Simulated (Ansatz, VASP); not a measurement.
# Ba: VASP beside Ansatz

Aim: how closely do two programs agree when they are given the same cell, functional and k mesh? Of the first pair: The structure shown is the end of the Ansatz relaxation below.

Main program and level: Ansatz 0.2.0; plane waves, with VASP 6.6.1 beside it; single point at PBEsol with D3(BJ) and relaxation of cell and atoms at PBEsol with D3(BJ).

### 1. The structure

Symmetry: P6/mmm, No. 191, hexagonal system. The conventional cell has a = 4.023 Å, b = 4.023 Å, c = 3.721 Å, α = 90.00°, β = 90.00°, γ = 120.00°. Nearest to Ba lie 8 Ba at 3.72 to 4.02 Å.

### 2. Ansatz: relaxation, PBEsol with D3(BJ)

Ansatz runs on its default PAW (the set named soft_2) files.

This run makes the geometry at which the two programs are then compared.

input.yaml reads:

```yaml
crystal:
  lattice:
    - [4.0232317856, 0.0, 0.0]
    - [-2.0116158928, 3.4842209316, 0.0]
    - [0.0, 0.0, 3.7209467121]
  atoms:
    - { symbol: Ba, position: [0.0, 0.0, 0.0] }
kpoints:
  mp_grid: { grid: [12, 12, 12] }
hamiltonian:
  xc: pbesol
  dispersion: d3bj
scf:
  occupations: { method: methfessel_paxton, width: 0.15 }
output:
  forces: true
  stress: true
  eigenvalues: true
relax:
  adjacent_minimum: "off"
  f_tol: 0.001
  max_steps: 60
  cell: { stress_tol: 0.01, fix: [volume] }
```

Launch:

```
ansatz run input.yaml --threads 4 --pin off --max-ram 7168MiB --backend cpu --events-out ev --progress --plain --runs-dir out
```

Numbers of over 12 decimals in the logs are rounded to 6 here.

What it wrote:

```text
Engine: ansatz 0.2.0, aarch64-unknown-linux-gnu
Pseudopotentials: kind: paw
Pseudopotential: Ba, paw, valence charge 10, recommended cutoff 420 eV (normal), Ba.paw.azcp
Functional definition: PBEsol
  exchange = pbesol_x
  correlation = pbesol_c
Crystal: 1 atoms, lattice volume = 52.160 Å³
Basis set: ecut = 420 eV, 997 PW (Γ), exchange–correlation on 54×54×50 points (8 copies of the dense FFT grid, shifted against one another)
Bands: 9, of which v1, the nominal top of the filled ones, is band 5 counted from 1 (4 counted from 0)
Symmetry: 24 space group operations
Space group: P6/mmm (ITA 191), of the structure as read, at distance tolerance 3.7e-5 Å
k-points: 133 of 1728
Non-local potential: Ba, projectors of the file, l = 0: 3, l = 1: 2, l = 2: 2, l = 3: 2
PAW form: soft (Blöchl's): semilocal exchange-correlation on the pseudo side does not see the compensation charge
PAW frozen core: Ba, regenerated for the run's functional, and the local potential with it (the file was generated under x = pbe(κ = 0.804, μ = 0.219515), c = pbe(β = 0.066725))
PAW one-centre angular grid: Ba, 194 points (default); XC on 64 Gauss nodes
Initial density: superposition of atomic densities (neutral atoms: chi_scale 0, normalization atom), corrected by the library's trained network
Initial wavefunctions: pseudopotential atomic-orbital guess
Functional: x = pbesol(κ = 0.804, μ = 0.123457), c = pbesol(β = 0.046)
SCF iter   1: F=—  HF=-5862.736104 eV  |F-HF|=—  |Δ(HF+E_count)|=         —  Δρ=1.82e-3  dr2=2.48e-3  ethr=1.77e-3  ⟨swp⟩=7.0  Hψ=11053  notcnv=0
preconditioner: auto → none  [metal: Δε(μ)=0.014 eV  Ē_g=2.969 eV  σ=0.150 eV  W_gap=0.08  n_scr=8 (ndim 8)  ℏωp=7.3 eV  f_vac=0.000  D(μ)=0.90/eV (n_scr^D=2)  sad-step TF]
SCF iter   2: F=—  HF=-5862.736041 eV  |F-HF|=—  |Δ(HF+E_count)|=   6.30e-5  S|Δr|=    0.00e0  Δρ=1.20e-3  dr2=1.38e-3  ethr=2.48e-5  ⟨swp⟩=1.5  Hψ=2448  notcnv=0
SCF iter   3: F=—  HF=-5862.735757 eV  |F-HF|=—  |Δ(HF+E_count)|=   2.84e-4  S|Δr|=    0.00e0  Δρ=5.06e-4  dr2=1.46e-4  ethr=1.38e-5  ⟨swp⟩=2.4  Hψ=1751  notcnv=0
SCF iter   4: F=—  HF=-5862.735713 eV  |F-HF|=—  |Δ(HF+E_count)|=   4.48e-5  S|Δr|=    0.00e0  Δρ=2.09e-4  dr2=3.03e-5  ethr=1.46e-6  ⟨swp⟩=2.0  Hψ=1802  notcnv=0
SCF iter   5: F=—  HF=-5862.735701 eV  |F-HF|=—  |Δ(HF+E_count)|=   1.20e-5  S|Δr|=    0.00e0  Δρ=4.88e-5  dr2=1.87e-6  ethr=3.03e-7  ⟨swp⟩=2.0  Hψ=1870  notcnv=0
SCF iter   6: F=—  HF=-5862.735700 eV  |F-HF|=—  |Δ(HF+E_count)|=   7.57e-7  S|Δr|=    0.00e0  Δρ=1.70e-5  dr2=2.49e-7  ethr=1.87e-8  ⟨swp⟩=2.1  Hψ=1900  notcnv=0
SCF iter   7: F=-5862.735700 eV  HF=-5862.735700 eV  |F-HF|=8.83e-9  |Δ(HF+E_count)|=   1.06e-7  S|Δr|=    0.00e0  Δρ=3.84e-6  dr2=1.26e-8  ethr=1.00e-9  ⟨swp⟩=5.7  Hψ=6782  notcnv=0
SCF 1 converged in 7 iterations: F = -5862.735700 eV  dr2 = 1.26e-8
  greatest PAW one-centre occupation: 0.958 electrons in one spin orbital (limit 2), on the Ba atom at site 0 (counted from 0), in its partial waves of l = 0
relax step   1: F+E_penalty+E_count = -5862.73569976 eV  Δ(F+E_penalty+E_count) = +0.000e0 eV  max|allowed force component| = 0.000e0 eV/Å  Δτ_max = 0.0000 Å  P = -0.243 GPa  Ω = 52.160 Å³  fix = [volume]  reactions: volume -0.243 GPa  (7 SCF iters, dr2 threshold 1.00e-7 eV, accepted)
Initial density: handed on by an earlier stage of this run
Initial wavefunctions: pseudopotential atomic-orbital guess (no wavefunctions were taken with the density)
iter 1 solved again at ethr=3.92e-7 eV; its pass at ethr=3.10e-3 eV (dr2=3.92e-5 eV) is discarded
SCF iter   1: F=—  HF=-5862.735703 eV  |F-HF|=—  |Δ(HF+E_count)|=         —  Δρ=4.06e-6  dr2=1.42e-8  ethr=3.92e-7  ⟨swp⟩=2.8  Hψ=14454  notcnv=0
eigensolver tolerance schedule: the retry pair's looser diagonalisation over-reported the residual by 2749.66 of it (diagonalisation noise at 0.53 of the residual, at the tolerance the schedule requests for it); recorded, not acted on — ethr = c·dr2/N_el stays at c = 1.0e-1
preconditioner: auto → none  [metal: Δε(μ)=0.004 eV  Ē_g=2.955 eV  σ=0.150 eV  W_gap=0.02  n_scr=8 (ndim 8)  ℏωp=7.3 eV  f_vac=0.000  D(μ)=0.93/eV (n_scr^D=2)]
SCF iter   2: F=—  HF=-5862.735700 eV  |F-HF|=—  |Δ(HF+E_count)|=   2.76e-6  S|Δr|=    0.00e0  Δρ=1.11e-6  dr2=5.88e-10  ethr=1.42e-10  ⟨swp⟩=2.6  Hψ=2097  notcnv=0
SCF iter   3: F=—  HF=-5862.735700 eV  |F-HF|=—  |Δ(HF+E_count)|=  2.73e-11  S|Δr|=    0.00e0  Δρ=4.34e-7  dr2=7.29e-11  ethr=5.88e-12  ⟨swp⟩=2.0  Hψ=1825  notcnv=0
SCF iter   4: F=—  HF=-5862.735700 eV  |F-HF|=—  |Δ(HF+E_count)|=  2.18e-11  S|Δr|=    0.00e0  Δρ=3.32e-8  dr2=4.87e-13  ethr=7.29e-13 (applied; sched 1.00e-12)  ⟨swp⟩=1.1  Hψ=1236  notcnv=0
SCF iter   5: F=-5862.735700 eV  HF=-5862.735700 eV  |F-HF|=1.82e-12  |Δ(HF+E_count)|=  9.09e-13  S|Δr|=    0.00e0  Δρ=2.50e-9  dr2=1.56e-15  ethr=1.00e-12  ⟨swp⟩=5.2  Hψ=4935  notcnv=0
SCF 2 converged in 5 iterations: F = -5862.735700 eV  dr2 = 1.56e-15
relax step   2: F+E_penalty+E_count = -5862.73569976 eV  Δ(F+E_penalty+E_count) = -3.729e-9 eV  max|allowed force component| = 0.000e0 eV/Å  Δτ_max = 0.0000 Å  P = -0.243 GPa  Ω = 52.160 Å³  fix = [volume]  reactions: volume -0.243 GPa  stress off target by 7.06e-3 GPa on what of the cell is left free  SCF on the basis re-selected at this cell (its energy is not comparable with the rows above)  (5 SCF iters)
basis re-selected at this cell: Δ(F+E_penalty+E_count) = -3.729e-9 eV, ΔP = +0.000 GPa vs the last step (what re-selecting the basis moved, of the pressure what is left beyond the Pulay correction that the steps carried, after the strain that the cell walked since its last selection, with what the two solves' SCF thresholds leave and, on support functions, any second-order correction that the steps lacked; it is no measure of the basis error at this ecutwfc). This SCF's stress stands 7.06e-3 GPa from its target on what of the cell is left free (relax.cell.stress_tol is 1.00e-2 GPa) and its largest allowed force component is 0.00e0 eV/Å (relax.f_tol is 1.00e-3 eV/Å): [rest of the remark cut]
SCF converged after 5 iterations
Stability not checked: this state was not tested for a lower state beside it, because cold or Methfessel-Paxton smearing, or corrected tetrahedra, fill the levels in a way that the test cannot read (fill_not_monotonic; see scf.lower_state_search)
Free energy (F): -5862.735700 eV
Harris-Foulkes:  -5862.735700 eV  (|F-HF|=1.82e-12)
Internal energy: -5862.737609 eV  (E = F + TS)
E sigma→0 (E₀):  -5862.736177 eV
Entropy (-TS):   0.001909 eV (1.909 meV/atom)
Fermi energy:    7.308570 eV
--- Per-component energies (eV) ---
  E_band       = -69.851669
  E_kinetic    = 167.893748
  E_local      = -337.912376  (includes V_loc(G=0)·N_el)
  E_nonlocal   = 58.704030
  E_hartree    = 106.448050
  E_xc         = -165.888199
  E_vxc        = -134.396369  (∫ρ·V_xc dr)
  E_paw        = -5140.578741  (= ΣΔE_a)
  E_vpaw       = -37.036799  (= ΣTr[D̂ρ^β])
  E_aug_tail   = -0.000002  (compensation charges beyond the density's cutoff)
  E_ewald      = -551.250287
  E_disp       = -0.305265  (pairwise vdW)
  E_core_change = 0.151433  (= ΣΔE_core)
  E_smearing   = 0.001909  (= −TS)
  E_closure    = 0.000000  (closes the sum)
  Σ components = -5862.735700   (vs F -5862.735700, Δ=0.00e0)
--- Forces (eV/Å), atoms counted from 1 ---
  atom   1  Ba    -0.00000000    -0.00000000     0.00000000
  max |Σ_I F_I| component: 2.05e-33 eV/Å
--- Stress (GPa, compression-positive) ---
       -0.239672      -0.000000       0.000000
       -0.000000      -0.239672       0.000000
        0.000000       0.000000      -0.250260
  P = ⅓ Tr σ = -0.2432 GPa (-2.432 kbar)
--- Band table (eV; the first three rows and the last of 133) ---
  k-point 0: bands = ["-21.5702", "-6.2899", "-6.2899", "-6.1983", "4.5185", "7.2419", "9.1618", "9.1618", "11.8690"]
  k-point 1: bands = ["-21.5625", "-6.2874", "-6.2823", "-6.2823", "4.6406", "7.3926", "9.1989", "9.1989", "11.9030"]
  k-point 2: bands = ["-21.5416", "-6.5207", "-6.2616", "-6.2616", "4.9639", "7.8120", "9.3047", "9.3047", "11.9445"]
  k-point 132: bands = ["-21.3473", "-7.1563", "-6.7741", "-6.7741", "6.9675", "6.9675", "9.3943", "9.3943", "12.3088"]
--- Relaxed structure (1 steps of the walk, 1 accepted, 1 SCFs on fresh bases) ---
  F+E_penalty+E_count = -5862.73569976 eV   max|allowed force component| = 0.000e0 eV/Å   (the final SCF, on the basis selected at the relaxed cell)
  cell:  # Å, volume = 52.1596 Å³
    - [4.023232, 0.0, 0.0]
    - [-2.011616, 3.484221, 0.0]
    - [0.0, 0.0, 3.7209467121]
  atoms:
    - { symbol: Ba, position: [0.0, 0.0, 0.0] }
```

### 3. VASP: single point, PBEsol with D3(BJ), pair 1

The same cell, functional, mesh and smearing now go to VASP, with its own data sets.

Lines of VASP's logs that name or quote its potential files are left out, and so is its time.

INCAR reads:

```
SYSTEM = Ba
PREC = Accurate
ENCUT = 500
EDIFF = 1E-06
NELM = 120
ISMEAR = 1
SIGMA = 0.15
LREAL = .FALSE.
ALGO = Normal
GGA = PS
IVDW = 12
NBANDS = 11
LORBIT = 11
LWAVE = .FALSE.
LCHARG = .FALSE.
ISIF = 2
LASPH = .TRUE.
GGA_COMPAT = .FALSE.
KPAR = 2
```

POSCAR reads:

```
Ba
1.0
    4.0232317856      0.0000000000      0.0000000000
   -2.0116158928      3.4842209316      0.0000000000
    0.0000000000      0.0000000000      3.7209467121
Ba
1
Direct
    0.0000000000      0.0000000000      0.0000000000
```

KPOINTS reads:

```
Automatic mesh
0
Gamma
12 12 12
0 0 0
```

The projector-augmented-wave data sets are Ba_sv (PBE family, release 64).

Launch:

```
mpirun -np 2 vasp_std
```

What it wrote:

```text
[banner, memory and clock lines left out]
running    2 mpi-ranks, on    1 nodes
 distrk:  each k-point on    1 cores,    2 groups
 distr:  one band on    1 cores,    1 groups

 POSCAR found type information on POSCAR Ba
 POSCAR found :  1 types and       1 ions
|                                                                             |
|               ----> ADVICE to this user running VASP <----                  |
|                                                                             |
|     You enforced a specific xc type in the INCAR file but a different       |
|     [... a line on the potential file left out ...]
|     I HOPE YOU KNOW WHAT YOU ARE DOING!                                     |
|                                                                             |

 LDA part: xc-table for (Slater+PW92), standard interpolation
 POSCAR, INCAR and KPOINTS ok, starting setup
 FFT: planning ... GRIDC
 FFT: planning ... GRID_SOFT
 FFT: planning ... GRID
 WAVECAR not read
 entering main loop
       N       E                     dE             d eps       ncg     rms          rms(c)
DAV:   1     0.509695171681E+02    0.50970E+02   -0.42835E+03  2926   0.740E+02
DAV:   2     0.243455885274E+00   -0.50726E+02   -0.49241E+02  3571   0.140E+02
DAV:   3    -0.191865958910E+01   -0.21621E+01   -0.21502E+01  3721   0.286E+01
DAV:   4    -0.197219280027E+01   -0.53533E-01   -0.53459E-01  3622   0.415E+00
DAV:   5    -0.197385270557E+01   -0.16599E-02   -0.16597E-02  3889   0.586E-01    0.227E+00
DAV:   6    -0.196442357305E+01    0.94291E-02   -0.11861E-02  3891   0.793E-01    0.130E+00
DAV:   7    -0.196009212261E+01    0.43315E-02   -0.16646E-02  3909   0.955E-01    0.762E-02
DAV:   8    -0.196019797767E+01   -0.10586E-03   -0.42295E-04  3587   0.162E-01    0.187E-02
DAV:  10    -0.196019832501E+01    0.16832E-05   -0.23520E-06  3534   0.845E-03    0.120E-03
DAV:  11    -0.196019818756E+01    0.13745E-06   -0.27274E-08  1937   0.122E-03
   1 F= -.22653230E+01 E0= -.22658893E+01  d E =0.169886E-02
```

From OUTCAR (step 3):

```text
ion  position               nearest neighbor table
   1  0.000  0.000  0.000-

  LATTYP: Found a hexagonal cell.
 ALAT       =     4.0232317856
 C/A-ratio  =     0.9248651110

 Subroutine GETGRP returns: Found 24 space group operations
 (whereof 24 operations were pure point group operations)

The static configuration has the point symmetry D_6h.

 Found    133 irreducible k-points:

   k-points           NKPTS =    133   k-points in BZ     NKDIM =    133   number of bands    NBANDS=     11

   dimension x,y,z NGX =    30 NGY =   30 NGZ =   28
   dimension x,y,z NGXF=    60 NGYF=   60 NGZF=   56

   ENCUT  =  500.0 eV  36.75 Ry    6.06 a.u.   7.34  7.34  6.78*2*pi/ulx,y,z

   NELECT =      10.0000    total number of electrons

 k-points in reciprocal lattice and weights: Automatic mesh
   0.00000000  0.00000000  0.00000000       0.001
   0.08333333 -0.00000000  0.00000000       0.003
   0.16666667  0.00000000  0.00000000       0.003
   0.25000000  0.00000000  0.00000000       0.003
   0.33333333  0.00000000  0.00000000       0.003
   0.41666667  0.00000000  0.00000000       0.003
   0.50000000  0.00000000  0.00000000       0.002
   0.08333333  0.08333333  0.00000000       0.003
   0.16666667  0.08333333  0.00000000       0.007
[...]
0.33333333  0.25000000  0.50000000       0.007
   0.33333333  0.33333333  0.50000000       0.001

 average (electrostatic) potential at core
       1 -38.5312

 E-fermi :   2.2601

 k-point     1 :       0.0000    0.0000    0.0000
  band No.  band energies     occupation
    ...
      2     -11.3557      2.00000
      3     -11.3557      2.00000
      4     -11.2674      2.00000
      5      -0.5450      2.00000
      6       2.1727      1.82420
      7       4.0987     -0.00000
      8       4.0987     -0.00000
      9       8.0439      0.00000
     10       8.0439      0.00000
     11       8.7722      0.00000

 k-point     2 :       0.0833   -0.0000    0.0000
  band No.  band energies     occupation
    ...
      2     -11.4241      2.00000
      3     -11.3703      2.00000
      4     -11.2604      2.00000
      5      -0.3919      2.00000
      6       2.2440      1.18070
      7       3.8618     -0.00000
      8       4.2505     -0.00000
      9       7.6820      0.00000
     10       7.9991      0.00000
     11       9.2394      0.00000

 k-point     3 :       0.1667    0.0000    0.0000
  band No.  band energies     occupation
      1     -26.6078      2.00000
      2     -11.6049      2.00000
      3     -11.4098      2.00000
      4     -11.2414      2.00000
      5       0.0201      2.00000
      6       2.4250     -0.06519
      7       3.4063     -0.00000
      8       4.6971     -0.00000
      9       7.0000      0.00000
     10       7.8814      0.00000
    ...

 Edisp (eV)   -0.30512

  Total      -0.02194    -0.02194     0.01881     0.00000     0.00000     0.00000
  in kB      -0.67386    -0.67386     0.57789     0.00000     0.00000     0.00000
  external pressure =       -0.26 kB  Pullay stress =        0.00 kB

  energy-cutoff  :      500.00
  volume of cell :       52.16
      direct lattice vectors                 reciprocal lattice vectors
     4.023231786  0.000000000  0.000000000     0.248556398  0.143504103  0.000000000
    -2.011615893  3.484220932  0.000000000     0.000000000  0.287008206  0.000000000
     0.000000000  0.000000000  3.720946712     0.000000000  0.000000000  0.268748810

 POSITION                                       TOTAL-FORCE (eV/Angst)
 -----------------------------------------------------------------------------------
      0.00000      0.00000      0.00000         0.000000      0.000000      0.000000
 -----------------------------------------------------------------------------------
    total drift:                                0.000000      0.000000     -0.000000

  FREE ENERGIE OF THE ION-ELECTRON SYSTEM (eV)
  ---------------------------------------------------
  free  energy   TOTEN  =        -2.2653230449 eV

  energy  without entropy=       -2.2670219044  energy(sigma->0) =       -2.26588933

 total charge
# of ion       s       p       d       tot
------------------------------------------
    1        2.065   5.520   0.376   7.961

[... 3 further parts left out ...]
```

Dispersion corrections of this kind ignore metallic screening and tend to overbind metals.

### 4. Comparison

Known differences besides the potentials themselves: the cutoff is 420 eV in Ansatz and 500 eV in VASP; Ansatz makes its cores anew for this functional, VASP keeps those of its PBE data sets; Ansatz's pressure holds a Pulay correction, VASP's none. Total energies have different zeros and are not compared.

Compared:

```tsv
quantity	Ansatz	VASP	difference
pressure (GPa)	-0.24	-0.03	-0.22
```

### 5. VASP: relaxation of cell and atoms, PBEsol with D3(BJ)

The relaxed volume is the usual yardstick between codes: in a stiff, nearly cubic crystal its relative difference is about their pressure difference at one cell divided by the bulk modulus.

Edit INCAR of step 3 so:

```diff
@@ -3,3 +3,3 @@
 ENCUT = 500
-EDIFF = 1E-06
+EDIFF = 1E-07
 NELM = 120
@@ -15,5 +15,9 @@
 LCHARG = .FALSE.
-ISIF = 2
+ISIF = 3
+IBRION = 2
+NSW = 80
+EDIFFG = -0.005
 LASPH = .TRUE.
 GGA_COMPAT = .FALSE.
+NELMIN = 4
 KPAR = 2
```

POSCAR reads:

```
Ba
1.0
   -2.3671960000      2.3671960000      2.3671960000
    2.3671960000     -2.3671960000      2.3671960000
    2.3671960000      2.3671960000     -2.3671960000
Ba
1
Direct
    0.0000000000      0.0000000000      0.0000000000
```

KPOINTS is that of step 3.

Launch:

```
mpirun -np 2 vasp_std
```

What it wrote:

```text
[banner, memory and clock lines left out]
running    2 mpi-ranks, on    1 nodes
[...]
[... a notice as in an earlier step ...]

 LDA part: xc-table for (Slater+PW92), standard interpolation
 POSCAR, INCAR and KPOINTS ok, starting setup
[...]
entering main loop
       N       E                     dE             d eps       ncg     rms          rms(c)
DAV:   1     0.507587165360E+02    0.50759E+02   -0.43759E+03  1592   0.748E+02
DAV:   2     0.136422288172E+00   -0.50622E+02   -0.49253E+02  1876   0.134E+02
DAV:   3    -0.207864075568E+01   -0.22151E+01   -0.22006E+01  1992   0.288E+01
DAV:   4    -0.213801855996E+01   -0.59378E-01   -0.59320E-01  1978   0.456E+00
[...]
DAV:   9    -0.213267350776E+01   -0.48030E-05   -0.51301E-06  2013   0.171E-02    0.311E-03
DAV:  10    -0.213267256788E+01    0.93988E-06   -0.61102E-07  1942   0.494E-03    0.108E-03
DAV:  11    -0.213267247790E+01    0.89978E-07   -0.80538E-09  1151   0.687E-04
   1 F= -.24332841E+01 E0= -.24335753E+01  d E =-.243328E+01
[...]
DAV:   4    -0.213401647994E+01   -0.13340E-05   -0.81646E-06  1788   0.240E-02    0.170E-02
DAV:   5    -0.213402201938E+01   -0.55394E-05   -0.40922E-06  1875   0.145E-02    0.142E-03
DAV:   6    -0.213402198534E+01    0.34040E-07   -0.34422E-07  1940   0.265E-03
   2 F= -.24333663E+01 E0= -.24336370E+01  d E =-.821993E-04
 trial-energy change:   -0.000082  1 .order   -0.000083   -0.000111   -0.000055
 step:   2.1799(harm=  1.9774)  dis= 0.00000  next Energy=    -2.433397 (dE=-0.113E-03)
[...]
N       E                     dE             d eps       ncg     rms          rms(c)
DAV:   1    -0.213684405516E+01   -0.28220E-02   -0.36962E-02  1779   0.133E+00    0.161E-01
DAV:   2    -0.213582322633E+01    0.10208E-02   -0.20523E-03  1752   0.364E-01    0.758E-02
DAV:   3    -0.213552300407E+01    0.30022E-03   -0.17301E-03  2342   0.245E-01    0.274E-02
DAV:   4    -0.213552504477E+01   -0.20407E-05   -0.11355E-05  1764   0.283E-02    0.201E-02
DAV:   5    -0.213553363680E+01   -0.85920E-05   -0.57088E-06  1875   0.172E-02    0.167E-03
DAV:   6    -0.213553360735E+01    0.29451E-07   -0.48042E-07  1936   0.313E-03
   3 F= -.24333913E+01 E0= -.24336373E+01  d E =-.107179E-03
[...]
reached required accuracy - stopping structural energy minimisation
```

From OUTCAR (step 5):

```text
 Edisp (eV)   -0.29934

 Edisp (eV)   -0.29786

  Total      -0.00266    -0.00266    -0.00266    -0.00000     0.00000    -0.00000
  in kB      -0.07964    -0.07964    -0.07964    -0.00000     0.00000    -0.00000
  external pressure =       -0.08 kB  Pullay stress =        0.00 kB

 POSITION                                       TOTAL-FORCE (eV/Angst)
 -----------------------------------------------------------------------------------
      0.00000     -0.00000      0.00000        -0.000000     -0.000000     -0.000000
 -----------------------------------------------------------------------------------
    total drift:                                0.000000      0.000000     -0.000000

  FREE ENERGIE OF THE ION-ELECTRON SYSTEM (eV)
  ---------------------------------------------------
  free  energy   TOTEN  =        -2.4333912978 eV

  energy  without entropy=       -2.4341294455  energy(sigma->0) =       -2.43363735

 reached required accuracy - stopping structural energy minimisation

[... 3 further parts left out ...]
[key lines of the parts left out:]
E-fermi :   2.0948
```

(Part 1 of 2 ends here.)

[Lines on the potential files, build, host, timing and source positions are cut from VASP's logs without a mark.]

[Logs are printed without paths, hosts, clocks, repeated set-up lines and the standing remarks that a program may print on its own settings, such as how far it seeks lower states.]

[Hosts, paths, dates, database ids (printed as entryN), source tags and the programs' standing remarks are cut or masked in the printed files.]
